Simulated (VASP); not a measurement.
Calculation: PBEsol GGA, VASP's PBE PAW potentials (set 64) (plane waves; VASP).

VASP ran on this input.

### INCAR
```
SYSTEM = Pt3Ti
PREC = Accurate
ENCUT = 500
EDIFF = 1E-6
NELM = 100
ALGO = Normal
LREAL = .FALSE.
LASPH = .TRUE.
ISMEAR = 1
SIGMA = 0.1
GGA = PS
LMAXMIX = 6
LWAVE = .FALSE.
LCHARG = .FALSE.
IBRION = 2
ISIF = 3
NSW = 40
EDIFFG = -0.02
```

### POSCAR
```
Pt3Ti
1
    3.8978672699     0.0000000000     0.0000000000
    0.0000000000     3.8978672699     0.0000000000
    0.0000000000     0.0000000000     3.8978672699
Ti Pt
1 3
Direct
  0.0000000000   0.0000000000   0.0000000000
  0.0000000000   0.5000000000   0.5000000000
  0.5000000000   0.0000000000   0.5000000000
  0.5000000000   0.5000000000   0.0000000000
```

File KPOINTS:
```
Automatic mesh
0
Gamma
8 8 8
0 0 0
```

POTCAR, in this order: Ti_sv Pt (PBE.64 set). Program: vasp_std.

The resulting files:

### OSZICAR
```
       N       E                     dE             d eps       ncg     rms          rms(c)
DAV:   1     0.370534542090E+03    0.37053E+03   -0.20824E+04  1750   0.176E+03
DAV:   2    -0.195697140458E+01   -0.37249E+03   -0.36573E+03  1865   0.442E+02
DAV:   3    -0.351121253801E+02   -0.33155E+02   -0.31772E+02  2670   0.111E+02
DAV:   4    -0.361621262345E+02   -0.10500E+01   -0.10462E+01  2049   0.209E+01
DAV:   5    -0.361938081045E+02   -0.31682E-01   -0.31645E-01  2538   0.352E+00    0.235E+01
DAV:   6    -0.339402937353E+02    0.22535E+01   -0.20343E+01  2493   0.335E+01    0.132E+01
DAV:   7    -0.337738020624E+02    0.16649E+00   -0.27872E+01  2417   0.323E+01    0.105E+01
DAV:   8    -0.329033945602E+02    0.87041E+00   -0.18051E+00  2377   0.108E+01    0.452E+00
DAV:   9    -0.328259533829E+02    0.77441E-01   -0.22274E+00  2591   0.820E+00    0.261E+00
DAV:  10    -0.327546556207E+02    0.71298E-01   -0.47005E-01  2444   0.477E+00    0.287E-01
DAV:  11    -0.327565810866E+02   -0.19255E-02   -0.79849E-03  2345   0.735E-01    0.449E-01
DAV:  12    -0.327549366316E+02    0.16445E-02   -0.12194E-02  2425   0.649E-01    0.107E-01
DAV:  13    -0.327548905754E+02    0.46056E-04   -0.29521E-04  2098   0.120E-01    0.352E-02
DAV:  14    -0.327549074909E+02   -0.16915E-04   -0.12457E-04  2433   0.852E-02    0.515E-02
DAV:  15    -0.327548850324E+02    0.22458E-04   -0.83433E-05  2494   0.604E-02    0.115E-02
DAV:  16    -0.327548845188E+02    0.51353E-06   -0.79747E-06  2437   0.173E-02
   1 F= -.32754885E+02 E0= -.32754738E+02  d E =-.327549E+02
```

File OUTCAR:
```
------------------------ aborting loop because EDIFF is reached ----------------------------------------
  FORCE on cell =-STRESS in cart. coord.  units (eV):
  Direction    XX          YY          ZZ          XY          YZ          ZX
  --------------------------------------------------------------------------------------
  Total        0.0077838      0.0077838      0.0077838     -0.0000000     -0.0000000      0.0000000
  in kB        0.2105832      0.2105832      0.2105832     -0.0000000     -0.0000000      0.0000000
  external PRESSURE =       0.2105832 kB  Pullay stress =       0.0000000 kB
  volume of cell :       59.22
      direct lattice vectors                 reciprocal lattice vectors
     3.897867270  0.000000000  0.000000000     0.256550552  0.000000000  0.000000000
     0.000000000  3.897867270  0.000000000     0.000000000  0.256550552  0.000000000
     0.000000000  0.000000000  3.897867270     0.000000000  0.000000000  0.256550552
 POSITION                                       TOTAL-FORCE (eV/Angst)
 -----------------------------------------------------------------------------------
      0.00000      0.00000      0.00000         0.000000      0.000000      0.000000
      0.00000      1.94893      1.94893         0.000000      0.000000      0.000000
      1.94893      0.00000      1.94893         0.000000      0.000000      0.000000
      1.94893      1.94893      0.00000         0.000000      0.000000      0.000000
 -----------------------------------------------------------------------------------
    total drift:                                0.000000      0.000000      0.000000
  FREE ENERGIE OF THE ION-ELECTRON SYSTEM (eV)
  ---------------------------------------------------
  free  energy   TOTEN  =       -32.7548845188 eV

  energy  without entropy=      -32.7544449403  energy(sigma->0) =      -32.75473799

 reached required accuracy - stopping structural energy minimisation
```
(Selected blocks of OUTCAR.)

The compound is Pt3Ti in the L1_2 structure. It was relaxed first.
